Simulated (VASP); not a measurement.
Energy against volume of CsSnI$_{3}$ (cubic perovskite). Computed with PBE GGA, VASP's PBE PAW potentials (set 64) (plane waves; VASP).

```
V (Å³/atom)  E (eV/atom)
-----------  -----------
45.697          -2.77255
47.156          -2.78548
48.614          -2.79266
50.073          -2.79499
51.531          -2.79319
```

Fit a third-order Birch-Murnaghan equation of state.

```json
{
  "volume_per_atom": "50.13 Å^3/atom",
  "bulk_modulus": "15.4 GPa",
  "pressure_derivative_of_the_bulk_modulus": "4.66",
  "lattice_constant_a": "6.305 Å"
}
```

The compound is CsSnI3 in the cubic perovskite structure, the ideal cubic form; the compound distorts at low or room temperature. It was relaxed first.
